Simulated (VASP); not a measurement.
# Hg2F4 (Hg2(F)2(F)2) in VASP: notebook

One molecule, Hg2F4 (Hg2(F)2(F)2), is run at these levels: PBE; tasks: single point.

All numbers are computed with VASP 6.6.1; they aren't measurements. Logs are shortened: lines on timing, memory, paths and dates and some standing lists are left out, and cuts for length are marked.

**1. The cell of the first run**

The cell holds a molecule in a box, 6 atoms: a = 11.750 Å, b = 9.000 Å, c = 16.090 Å, α = 90.00°, β = 90.00°, γ = 90.00°.

**2. Single point, PBE, non-collinear spin, zero start, spin-orbit coupling (plane waves, soc)**

INCAR

```
SYSTEM = HgF2
PREC = Accurate
ENCUT = 520
EDIFF = 1E-6
ISMEAR = 0
SIGMA = 0.01
LREAL = .False.
LASPH = .True.
NELM = 150
ALGO = Normal
ISIF = 2
LWAVE = .False.
LCHARG = .True.
MAGMOM = 0 0 0 0 0 0 0 0 0 0 0 0 0 0 0 0 0 0
LORBIT = 11
LSORBIT = .True.
GGA_COMPAT = .False.
LORBMOM = .True.
GGA = PE
LVHAR = .True.
NBANDS = 68
```

KPOINTS

```
Automatic mesh
0
Gamma
  1 1 1
  0 0 0
```

POSCAR

```
HgF2
1.0
   11.7500000000      0.0000000000      0.0000000000
    0.0000000000      9.0000000000      0.0000000000
    0.0000000000      0.0000000000     16.0900000000
Hg F
2 4
Direct
    0.4646280900      0.5000000000      0.6118371700
    0.5351353200      0.5000000000      0.3883679300
    0.6167846800      0.5000000000      0.4962604100
    0.3829787200      0.5000000000      0.5039446900
    0.5357693600      0.5000000000      0.7205282800
    0.4639940400      0.5000000000      0.2796768200
```

Potentials or basis: VASP PAW PBE potentials, release 64 (Hg, F).

On the command line:

```bash
$ cat potpaw_PBE.64/Hg/POTCAR potpaw_PBE.64/F/POTCAR > POTCAR
$ mpirun -np 1 vasp_ncl > vasp.out
```

OUTCAR:

```text
SYSTEM = HgF2
   PREC = Accurate
   ENCUT = 520
   EDIFF = 1E-6
   ISMEAR = 0
   LREAL = .False.
   LASPH = .True.
   NELM = 150
   ISIF = 2
   LORBIT = 11
   LSORBIT = .True.
   GGA = PE

 ion  position               nearest neighbor table
   1  0.465  0.500  0.612-   5 1.94   4 1.98   3 2.58   2 3.69
   2  0.535  0.500  0.388-   6 1.94   3 1.98   4 2.58   1 3.69
   3  0.617  0.500  0.496-   2 1.98   1 2.58
   4  0.383  0.500  0.504-   1 1.98   2 2.58
   5  0.536  0.500  0.721-   1 1.94
   6  0.464  0.500  0.280-   2 1.94

  LATTYP: Found a simple orthorhombic cell.
 ALAT       =     9.0000000000
 B/A-ratio  =     1.3055555556
 C/A-ratio  =     1.7877777778

  Lattice vectors:

 A1 = (   0.0000000000,  -9.0000000000,   0.0000000000)
 A2 = (  11.7500000000,   0.0000000000,   0.0000000000)
 A3 = (   0.0000000000,   0.0000000000,  16.0900000000)

Analysis of symmetry for initial positions (statically):
=====================================================================
 Subroutine PRICEL returns:
 Original cell was already a primitive cell.

 Routine SETGRP: Setting up the symmetry group for a
 simple orthorhombic supercell.

 Subroutine GETGRP returns: Found  4 space group operations
 (whereof  2 operations were pure point group operations)
 out of a pool of  8 trial point group operations.

The static configuration has the point symmetry C_1h.
 The point group associated with its full space group is C_2h.

Analysis of symmetry for dynamics (positions and initial velocities):
=====================================================================
 Subroutine PRICEL returns:
 Original cell was already a primitive cell.

 Routine SETGRP: Setting up the symmetry group for a
 simple orthorhombic supercell.

 Subroutine GETGRP returns: Found  4 space group operations
 (whereof  2 operations were pure point group operations)
 out of a pool of  8 trial point group operations.

The dynamic configuration has the point symmetry C_1h.
 The point group associated with its full space group is C_2h.

Analysis of structural, dynamic, and magnetic symmetry:
=====================================================================
 Subroutine PRICEL returns:
 Original cell was already a primitive cell.

 Routine SETGRP: Setting up the symmetry group for a
 simple orthorhombic supercell.

 Subroutine GETGRP returns: Found  4 space group operations
 (whereof  2 operations were pure point group operations)
 out of a pool of  8 trial point group operations.

The overall configuration has the point symmetry C_1h.
 The point group associated with its full space group is C_2h.

 Subroutine INISYM returns: Found  4 space group operations
 (whereof  2 operations are pure point group operations),
 and found     1 'primitive' translations

----------------------------------------------------------------------------------------

                                     Primitive cell

  volume of cell :    1701.5175

  direct lattice vectors                    reciprocal lattice vectors
    11.750000000  0.000000000  0.000000000     0.085106383  0.000000000  0.000000000
     0.000000000  9.000000000  0.000000000     0.000000000  0.111111111  0.000000000
     0.000000000  0.000000000 16.090000000     0.000000000  0.000000000  0.062150404

  length of vectors
    11.750000000  9.000000000 16.090000000     0.085106383  0.111111111  0.062150404

  position of ions in fractional coordinates (direct lattice)
     0.464628090  0.500000000  0.611837170
     0.535135320  0.500000000  0.388367930
     0.616784680  0.500000000  0.496260410
     0.382978720  0.500000000  0.503944690
     0.535769360  0.500000000  0.720528280
     0.463994040  0.500000000  0.279676820
[... 115 lines left out ...]
 cond. band min:      -3.7934377402   @ k =   0.0000   0.0000   0.0000
 fundamental gap:      4.1584068060
 Fermi energy:        -7.8950678069

 k-point     1 :       0.0000    0.0000    0.0000
  band No.  band energies     occupation
      1     -28.5680      1.00000
      2     -28.5680      1.00000
      3     -28.4050      1.00000
      4     -28.4050      1.00000
      5     -27.9378      1.00000
      6     -27.9378      1.00000
[... 56 lines left out ...]
     63      -0.1140      0.00000
     64      -0.1140      0.00000
 [bands above 64 left out]

------------------------ aborting loop because EDIFF is reached ----------------------------------------

  FORCE on cell =-STRESS in cart. coord.  units (eV):
  Direction    XX          YY          ZZ          XY          YZ          ZX
  --------------------------------------------------------------------------------------
  -------------------------------------------------------------------------------------
  Total        0.8996654     -0.1770440      2.3355427      0.0000000      0.0000000      0.7699367
  in kB        0.8471400     -0.1667076      2.1991860      0.0000000      0.0000000      0.7249852
  external PRESSURE =       0.9598728 kB  Pullay stress =       0.0000000 kB

 VOLUME and BASIS-vectors are now :
 -----------------------------------------------------------------------------
  energy-cutoff  :      520.00
  volume of cell :     1701.52
      direct lattice vectors                 reciprocal lattice vectors
    11.750000000  0.000000000  0.000000000     0.085106383  0.000000000  0.000000000
     0.000000000  9.000000000  0.000000000     0.000000000  0.111111111  0.000000000
     0.000000000  0.000000000 16.090000000     0.000000000  0.000000000  0.062150404

 POSITION                                       TOTAL-FORCE (eV/Angst)
 -----------------------------------------------------------------------------------
      5.45938      4.50000      9.84446        -0.122125      0.000000     -0.073612
      6.28784      4.50000      6.24884         0.122125      0.000000      0.073612
      7.24722      4.50000      7.98483         0.313403      0.000000      0.131262
      4.50000      4.50000      8.10847        -0.313403      0.000000     -0.131262
      6.29529      4.50000     11.59330         0.176116      0.000000      0.396069
      5.45193      4.50000      4.50000        -0.176116      0.000000     -0.396069
 -----------------------------------------------------------------------------------
    total drift:                                0.000476      0.000000     -0.000083

  FREE ENERGIE OF THE ION-ELECTRON SYSTEM (eV)
  ---------------------------------------------------
  free  energy   TOTEN  =       -15.2346848744 eV

  energy  without entropy=      -15.2346848744  energy(sigma->0) =      -15.23468487

 orbital moment (x)

 # of ion     p       d       tot
 ----------------------------------------
  1         0.000  -0.000  -0.000
  2         0.000  -0.000  -0.000
  3         0.000   0.000   0.000
  4        -0.000   0.000  -0.000
  5         0.000   0.000   0.000
  6         0.000   0.000   0.000
 ----------------------------------------
           -0.000  -0.000  -0.000

 orbital moment (y)

 # of ion     p       d       tot
 ----------------------------------------
  1        -0.000   0.000   0.000
  2        -0.000   0.000   0.000
  3        -0.000   0.000  -0.000
  4        -0.000   0.000  -0.000
  5        -0.000   0.000  -0.000
  6        -0.000   0.000  -0.000
 ----------------------------------------
           -0.000   0.000   0.000

 orbital moment (z)

 # of ion     p       d       tot
 ----------------------------------------
  1        -0.000   0.000  -0.000
  2        -0.000   0.000  -0.000
  3         0.000   0.000   0.000
  4         0.000   0.000   0.000
  5         0.000   0.000   0.000
  6         0.000   0.000   0.000
 ----------------------------------------
           -0.000   0.000  -0.000

 Spin-Orbit-Coupling matrix elements

 Ion:    1  E_soc:     -0.5279665
 l=   1
     0.0000000    -0.0187011    -0.0108310
    -0.0187011     0.0000000    -0.0213045
    -0.0108310    -0.0213045     0.0000000
 l=   2
     0.0000000    -0.0121151     0.0000000    -0.0145652    -0.0499254
    -0.0121151     0.0000000    -0.0453784    -0.0139533    -0.0139702
     0.0000000    -0.0453784     0.0000000    -0.0500935     0.0000000
    -0.0145652    -0.0139533    -0.0500935     0.0000000    -0.0131456
    -0.0499254    -0.0139702     0.0000000    -0.0131456     0.0000000
 l=   3
     0.0000000     0.0000000     0.0000000     0.0000000     0.0000000     0.0000000     0.0000000
     0.0000000     0.0000000     0.0000000     0.0000000     0.0000000     0.0000000     0.0000000
     0.0000000     0.0000000     0.0000000     0.0000000     0.0000000     0.0000000     0.0000000
     0.0000000     0.0000000     0.0000000     0.0000000     0.0000000     0.0000000     0.0000000
[... 89 lines left out ...]
 l=   2
     0.0000000     0.0000000     0.0000000     0.0000000     0.0000000
     0.0000000     0.0000000     0.0000000     0.0000000     0.0000000
     0.0000000     0.0000000     0.0000000     0.0000000     0.0000000
     0.0000000     0.0000000     0.0000000     0.0000000     0.0000000
     0.0000000     0.0000000     0.0000000     0.0000000     0.0000000
 l=   3
     0.0000000     0.0000000     0.0000000     0.0000000     0.0000000     0.0000000     0.0000000
     0.0000000     0.0000000     0.0000000     0.0000000     0.0000000     0.0000000     0.0000000
     0.0000000     0.0000000     0.0000000     0.0000000     0.0000000     0.0000000     0.0000000
     0.0000000     0.0000000     0.0000000     0.0000000     0.0000000     0.0000000     0.0000000
     0.0000000     0.0000000     0.0000000     0.0000000     0.0000000     0.0000000     0.0000000
     0.0000000     0.0000000     0.0000000     0.0000000     0.0000000     0.0000000     0.0000000
     0.0000000     0.0000000     0.0000000     0.0000000     0.0000000     0.0000000     0.0000000

 total charge

# of ion       s       p       d       tot
------------------------------------------
    1        0.710   0.304   9.377  10.391
    2        0.710   0.304   9.377  10.391
    3        1.744   4.284   0.000   6.028
    4        1.744   4.284   0.000   6.028
    5        1.745   4.269   0.000   6.014
    6        1.745   4.269   0.000   6.014
--------------------------------------------------
tot          8.397  17.714  18.754  44.866

 magnetization (x)

# of ion       s       p       d       tot
------------------------------------------
    1        0.000   0.000   0.000   0.000
    2        0.000   0.000   0.000   0.000
    3        0.000   0.000   0.000   0.000
    4        0.000   0.000   0.000   0.000
    5        0.000   0.000   0.000   0.000
    6        0.000   0.000   0.000   0.000
--------------------------------------------------
tot          0.000   0.000   0.000   0.000

 magnetization (y)

# of ion       s       p       d       tot
------------------------------------------
    1        0.000   0.000   0.000   0.000
    2        0.000   0.000   0.000   0.000
    3       -0.000  -0.000   0.000  -0.000
    4       -0.000  -0.000   0.000  -0.000
    5       -0.000   0.000   0.000   0.000
    6       -0.000   0.000   0.000   0.000
--------------------------------------------------
tot          0.000  -0.000   0.000   0.000

 magnetization (z)

# of ion       s       p       d       tot
------------------------------------------
    1        0.000   0.000   0.000   0.000
    2        0.000   0.000   0.000   0.000
    3        0.000   0.000   0.000   0.000
    4        0.000   0.000   0.000   0.000
    5        0.000   0.000   0.000   0.000
    6        0.000   0.000   0.000   0.000
--------------------------------------------------
tot          0.000   0.000   0.000   0.000
```

Wall time 14 min (1 thread of Intel Xeon 6975P-C (Granite Rapids), shared host); peak memory 3.9 GiB.

What came out:

```yaml
Free_energy: -15.2347 eV
Largest_force: 0.433 eV/Å
Net_moment: 0.00 μB per cell
Valence_electrons_inside_the_program's_atomic_spheres: Hg 10.39; F 6.03, 6.01
```

Forces on the atoms (eV/Å):
```
Hg  -0.122  0.000 -0.074
Hg   0.122  0.000  0.074
F    0.313  0.000  0.131
F   -0.313  0.000 -0.131
F    0.176  0.000  0.396
F   -0.176  0.000 -0.396
```

Moments on the atoms (μB; x, y, z):
```
Hg  0.00 0.00 0.00
Hg  0.00 0.00 0.00
F   0.00 0.00 0.00
F   0.00 0.00 0.00
F   0.00 0.00 0.00
F   0.00 0.00 0.00
```

**3. Single point, PBE (plane waves, scalar)**

INCAR

```
PREC = Accurate
ENCUT = 520
EDIFF = 1E-6
ISMEAR = 0
SIGMA = 0.01
LREAL = F
LASPH = T
NELM = 100
ALGO = Normal
ISIF = 2
LWAVE = F
LCHARG = F
GGA = PE
NBANDS = 35
```

KPOINTS

```
regular mesh
0
Gamma
  1 1 1
```

POSCAR is that of step 2.

Potentials or basis: VASP PAW PBE potentials, release 64 (Hg, F).

On the command line:

```bash
$ cat potpaw_PBE.64/Hg/POTCAR potpaw_PBE.64/F/POTCAR > POTCAR
$ mpirun -np 1 vasp_gam > vasp.out
```

It took 1.9 min on 1 thread of Intel Xeon 6975P-C (Granite Rapids), shared host; peak memory 1.2 GiB.

Results (log left out):

```yaml
Free_energy: -14.7092 eV
Largest_force: 0.516 eV/Å
Gap_between_the_frontier_levels: 4.21 eV
```

Forces in eV/Å, atoms in the order of the input:
```
Hg  -0.122  0.000 -0.086
Hg   0.122  0.000  0.086
F    0.350  0.000  0.195
F   -0.350  0.000 -0.195
F    0.212  0.000  0.471
F   -0.212  0.000 -0.471
```

Levels at points of the mesh, in eV from the valence-band top:
```csv
k point,band 23,band 24,band 25,band 26,band 27,band 28,band 29,band 30
"(0.00, 0.00, 0.00)",-0.26,-0.22,-0.16,0.00,4.21,4.85,6.92,7.37
```

Caveat: spin-orbit coupling is left out, which moves the levels of the heavy elements.
